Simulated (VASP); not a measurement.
Output of a VASP run:

**OUTCAR**
```
 ion  position               nearest neighbor table
   1  0.333  0.667  0.266-   9 2.84   9 2.84   9 2.84  10 3.08  10 3.08  10 3.08
   2  0.333  0.667  0.068-   8 2.84   8 2.84   8 2.84   7 3.08   7 3.08   7 3.08
   3  0.000  0.000  0.599-  12 2.84  12 2.84  12 2.84  13 3.08  13 3.08  13 3.08
   4  0.000  0.000  0.401-  11 2.84  11 2.84  11 2.84  10 3.08  10 3.08  10 3.08
   5  0.667  0.333  0.932-  15 2.84  15 2.84  15 2.84   7 3.08   7 3.08   7 3.08
   6  0.667  0.333  0.734-  14 2.84  14 2.84  14 2.84  13 3.08  13 3.08  13 3.08
   7  0.000  0.000  0.000-   2 3.08   5 3.08   2 3.08   5 3.08   5 3.08   2 3.08
   8  0.667  0.333  0.121-   2 2.84   2 2.84   2 2.84
   9  0.000  0.000  0.212-   1 2.84   1 2.84   1 2.84
  10  0.667  0.333  0.333-   1 3.08   1 3.08   1 3.08   4 3.08   4 3.08   4 3.08
  11  0.333  0.667  0.455-   4 2.84   4 2.84   4 2.84
  12  0.667  0.333  0.545-   3 2.84   3 2.84   3 2.84
  13  0.333  0.667  0.667-   6 3.08   6 3.08   6 3.08   3 3.08   3 3.08   3 3.08
  14  0.000  0.000  0.788-   6 2.84   6 2.84   6 2.84
  15  0.333  0.667  0.879-   5 2.84   5 2.84   5 2.84
  LATTYP: Found a hexagonal cell.
 ALAT       =     4.1402155568
 C/A-ratio  =     6.9164892914
 Subroutine PRICEL returns following result:
  LATTYP: Found a trigonal (rhomboedric) cell.
 ALAT       =     9.8399927449
 COS(alpha) =     0.9114830665
 Subroutine GETGRP returns: Found 12 space group operations
The static configuration has the point symmetry D_3d.
The dynamic configuration has the point symmetry D_3d.
 Subroutine INISYM returns: Found 12 space group operations
 Subroutine IBZKPT returns following result:
 Found     10 irreducible k-points:

 Following reciprocal coordinates:
            Coordinates               Weight
  0.000000  0.000000  0.000000      1.000000
  0.125000  0.000000  0.000000      6.000000
  0.250000  0.000000  0.000000      6.000000
  0.375000  0.000000  0.000000      6.000000
  0.500000  0.000000  0.000000      3.000000
  0.125000  0.125000  0.000000      6.000000
  0.250000  0.125000  0.000000     12.000000
  0.375000  0.125000  0.000000     12.000000
  0.250000  0.250000  0.000000      6.000000
  0.375000  0.250000  0.000000      6.000000
   k-points           NKPTS =     10   k-points in BZ     NKDIM =     10   number of bands    NBANDS=     86
   number of dos      NEDOS =    301   number of ions     NIONS =     15
   total plane-waves  NPLWV =  56000
   dimension x,y,z NGX =    20 NGY =   20 NGZ =  140
   dimension x,y,z NGXF=    40 NGYF=   40 NGZF=  280
   ions per type =               6   9
   PREC   = normal    normal or accurate (medium, high low for compatibility)
   ISTART =      0    job   : 0-new  1-cont  2-samecut
   ICHARG =      2    charge: 1-file 2-atom 10-const
   ISPIN  =      1    spin polarized calculation?
   LNONCOLLINEAR =      F non collinear calculations
   LSORBIT =      F    spin-orbit coupling
   INIWAV =      1    electr: 0-lowe 1-rand  2-diag
   ENCUT  =  400.0 eV  29.40 Ry    5.42 a.u.   6.75  6.75 46.70*2*pi/ulx,y,z
   NELM   =    100;   NELMIN=  4; NELMDL= -5     # of ELM steps
   EDIFF  = 0.1E-04   stopping-criterion for ELM
   LREAL  =      F    real-space projection
   NLSPLINE    = F    spline interpolate recip. space projectors
   LMAXMIX     =    4 max onsite mixed and CHGCAR
   VOSKOWN=      0    Vosko Wilk Nusair interpolation
   EDIFFG = -.3E-01   stopping-criterion for IOM
   NSW    =     20    number of steps for IOM
   NBLOCK =      1;   KBLOCK =     20    inner block; outer block
   IBRION =      2    ionic relax: 0-MD 1-quasi-New 2-CG
   NFREE  =      1    steps in history (QN), initial steepest desc. (CG)
   ISIF   =      2    stress and relaxation
   ISYM   =      2    0-nonsym 1-usesym 2-fastsym
   TEIN   =    0.0    initial temperature
   TEBEG  =    0.0;   TEEND  =   0.0 temperature during run
   SMASS  =  -3.00    Nose mass-parameter (am)
   PSTRESS=    0.0 pullay stress
   NELECT =     144.0000    total number of electrons
   EFERMI =   0.00;   METHOD = LEGACY
   ISMEAR =     0;   SIGMA  =   0.05  broadening in eV -4-tet -1-fermi 0-gaus
   IALGO  =     68    algorithm
   LDIAG  =      T    sub-space diagonalisation (order eigenvalues)
   IMIX   =      4    mixing-type and parameters
     AMIX     =   0.40;   BMIX     =  1.00
...
```

File OSZICAR:
```
...
RMM:   6    -0.603616458639E+02    0.24266E+01   -0.50860E+00  1878   0.553E+00    0.529E+00
RMM:   7    -0.604484848700E+02   -0.86839E-01   -0.24288E+00  2070   0.331E+00    0.273E+00
RMM:   8    -0.604325602693E+02    0.15925E-01   -0.26434E-01  1939   0.228E+00    0.401E-01
RMM:   9    -0.604328341327E+02   -0.27386E-03   -0.76756E-02  2052   0.997E-01    0.156E-01
RMM:  10    -0.604347925882E+02   -0.19585E-02   -0.21271E-02  2521   0.491E-01    0.818E-02
RMM:  11    -0.604351017407E+02   -0.30915E-03   -0.25364E-03  2279   0.160E-01    0.307E-02
RMM:  12    -0.604351504833E+02   -0.48743E-04   -0.62480E-04  2413   0.727E-02    0.141E-02
RMM:  13    -0.604351550319E+02   -0.45486E-05   -0.12154E-04  1805   0.351E-02    0.650E-03
RMM:  14    -0.604351567013E+02   -0.16693E-05   -0.37395E-05  1298   0.225E-02
   1 F= -.66449320E+02 E0= -.66449317E+02  d E =-.664493E+02
       N       E                     dE             d eps       ncg     rms          rms(c)
DAV:   1    -0.604370483721E+02   -0.18933E-02   -0.92135E+00  1968   0.895E+00    0.465E-01
RMM:   2    -0.604549209299E+02   -0.17873E-01   -0.21940E-01  1929   0.237E+00    0.166E-01
RMM:   3    -0.604637199861E+02   -0.87991E-02   -0.94548E-02  2421   0.137E+00    0.130E-01
RMM:   4    -0.604641205134E+02   -0.40053E-03   -0.63938E-03  2149   0.330E-01    0.110E-01
RMM:   5    -0.604640893754E+02    0.31138E-04   -0.19242E-03  2083   0.162E-01    0.386E-02
RMM:   6    -0.604640920710E+02   -0.26956E-05   -0.37615E-04  2072   0.743E-02    0.355E-02
RMM:   7    -0.604640711995E+02    0.20872E-04   -0.15441E-04  1969   0.485E-02    0.173E-02
RMM:   8    -0.604640756948E+02   -0.44953E-05   -0.73045E-05  1766   0.294E-02
   2 F= -.66479167E+02 E0= -.66479160E+02  d E =-.298476E-01
       N       E                     dE             d eps       ncg     rms          rms(c)
DAV:   1    -0.604631599959E+02    0.91120E-03   -0.11961E+00  1936   0.321E+00    0.165E-01
RMM:   2    -0.604653790273E+02   -0.22190E-02   -0.27104E-02  1927   0.788E-01    0.477E-02
RMM:   3    -0.604663270821E+02   -0.94805E-03   -0.10004E-02  2404   0.448E-01    0.446E-02
RMM:   4    -0.604663691957E+02   -0.42114E-04   -0.71789E-04  2150   0.110E-01    0.395E-02
RMM:   5    -0.604663599961E+02    0.91997E-05   -0.23816E-04  1999   0.570E-02    0.130E-02
RMM:   6    -0.604663598101E+02    0.18596E-06   -0.51285E-05  1655   0.271E-02
   3 F= -.66481771E+02 E0= -.66481761E+02  d E =-.324513E-01
       N       E                     dE             d eps       ncg     rms          rms(c)
DAV:   1    -0.604663158836E+02    0.44112E-04   -0.11774E-02  1964   0.319E-01    0.239E-02
RMM:   2    -0.604663400472E+02   -0.24164E-04   -0.31138E-04  1935   0.803E-02    0.656E-03
RMM:   3    -0.604663491358E+02   -0.90886E-05   -0.98907E-05  1931   0.453E-02    0.436E-03
RMM:   4    -0.604663496547E+02   -0.51896E-06   -0.13403E-05   974   0.213E-02
   4 F= -.66481792E+02 E0= -.66481781E+02  d E =-.324721E-01
       N       E                     dE             d eps       ncg     rms          rms(c)
DAV:   1    -0.604666162235E+02   -0.26709E-03   -0.10675E-01  1856   0.973E-01    0.515E-02
RMM:   2    -0.604668631369E+02   -0.24691E-03   -0.28505E-03  1983   0.238E-01    0.179E-02
RMM:   3    -0.604669408863E+02   -0.77749E-04   -0.81593E-04  2389   0.129E-01    0.139E-02
RMM:   4    -0.604669439704E+02   -0.30841E-05   -0.71282E-05  1676   0.348E-02
   5 F= -.66482354E+02 E0= -.66482343E+02  d E =-.562106E-03
```

File OUTCAR:
```
------------------------ aborting loop because EDIFF is reached ----------------------------------------
 Edisp (eV)   -6.01541
  FORCE on cell =-STRESS in cart. coord.  units (eV):
  Direction    XX          YY          ZZ          XY          YZ          ZX
  --------------------------------------------------------------------------------------
  Total      -0.01284    -0.01284    -0.31363     0.00000     0.00000     0.00000
  in kB      -0.04838    -0.04838    -1.18208     0.00000     0.00000     0.00000
  external pressure =       -0.43 kB  Pullay stress =        0.00 kB
  volume of cell :      425.09
      direct lattice vectors                 reciprocal lattice vectors
     4.140215557  0.000000000  0.000000000     0.241533318  0.139449333  0.000000000
    -2.070107778  3.585531678  0.000000000     0.000000000  0.278898665  0.000000000
     0.000000000  0.000000000 28.635756563     0.000000000  0.000000000  0.034921375
 POSITION                                       TOTAL-FORCE (eV/Angst)
 -----------------------------------------------------------------------------------
     -0.00000      2.39036      7.62571        -0.000000      0.000000     -0.013615
     -0.00000      2.39036      1.91956         0.000000     -0.000000      0.013615
      0.00000      0.00000     17.17095        -0.000000      0.000000     -0.013615
     -0.00000      0.00000     11.46480         0.000000     -0.000000      0.013615
      2.07011      1.19518     26.71620        -0.000000      0.000000     -0.013615
      2.07011      1.19518     21.01005         0.000000     -0.000000      0.013615
      0.00000      0.00000      0.00000         0.000000     -0.000000     -0.000000
      2.07011      1.19518      3.49503         0.000000      0.000000      0.024935
      4.14022      0.00000      6.05022        -0.000000     -0.000000     -0.024935
      2.07011      1.19518      9.54524        -0.000000     -0.000000     -0.000000
     -0.00000      2.39036     13.04030        -0.000000      0.000000      0.024935
      2.07011      1.19518     15.59546         0.000000     -0.000000     -0.024935
     -0.00000      2.39036     19.09051        -0.000000     -0.000000     -0.000000
     -0.00000      0.00000     22.58554        -0.000000      0.000000      0.024935
     -0.00000      2.39036     25.14073         0.000000     -0.000000     -0.024935
 -----------------------------------------------------------------------------------
    total drift:                                0.000000     -0.000000      0.000000
  FREE ENERGIE OF THE ION-ELECTRON SYSTEM (eV)
  ---------------------------------------------------
  free  energy   TOTEN  =       -66.4823539646 eV

  energy  without entropy=      -66.4823325042  energy(sigma->0) =      -66.48234323

 reached required accuracy - stopping structural energy minimisation
```
(Selected blocks of OUTCAR.)

POSCAR:
```
Bi2Se3
1
    4.1402155568     0.0000000000     0.0000000000
   -2.0701077784     3.5855316777     0.0000000000
    0.0000000000     0.0000000000    28.6357565627
Bi Se
6 9
Direct
  0.3333330000   0.6666670000   0.2656670000
  0.3333330000   0.6666670000   0.0676670000
  0.0000000000   0.0000000000   0.5990000000
  0.0000000000   0.0000000000   0.4010000000
  0.6666670000   0.3333330000   0.9323330000
  0.6666670000   0.3333330000   0.7343330000
  0.0000000000   0.0000000000   0.0000000000
  0.6666670000   0.3333330000   0.1213330000
  0.0000000000   0.0000000000   0.2120000000
  0.6666670000   0.3333330000   0.3333330000
  0.3333330000   0.6666670000   0.4546670000
  0.6666670000   0.3333330000   0.5453330000
  0.3333330000   0.6666670000   0.6666670000
  0.0000000000   0.0000000000   0.7880000000
  0.3333330000   0.6666670000   0.8786670000
```

Reconstruct the remaining input files.

One answer among several that fit: the input of the run itself, PBE GGA with D3 dispersion (Becke-Johnson damping), plane waves, VASP's PBE PAW potentials (set 64).

File KPOINTS:
```
K-points
0
G
  8 8 1
```

**INCAR**
```
# general
SYSTEM   =  Bi2Se3
PREC     =  Normal
ENCUT    =  400
LREAL    =  .FALSE.   # projection in real space or not
LASPH    =  .TRUE.   # aspherical one-centre terms

# electronic loop
EDIFF    =  1E-5   # SCF stop (eV)
NELM     =  100
NELMIN   =  4
ALGO     =  Fast   # Davidson, then RMM-DIIS
LMAXMIX  =  4   # l cut-off of mixed one-centre charges

# smearing
ISMEAR   =  0   # Gaussian
SIGMA    =  0.05   # width (eV)

# functional
GGA      =  PE
IVDW     =  12

# ions
IBRION   =  2
NSW      =  20   # most ionic steps
ISIF     =  2   # forces and stress, cell fixed
EDIFFG   =  -0.03

# output
LWAVE    =  .FALSE.
LCHARG   =  .FALSE.
```

POTCAR, in this order: Bi_d Se (PBE.64 set). Program: vasp_std.

The compound is Bi2Se3 in the tetradymite structure. This run relaxes the ions in a fixed cell. Symmetry was kept, so distortions that lower it aren't found.
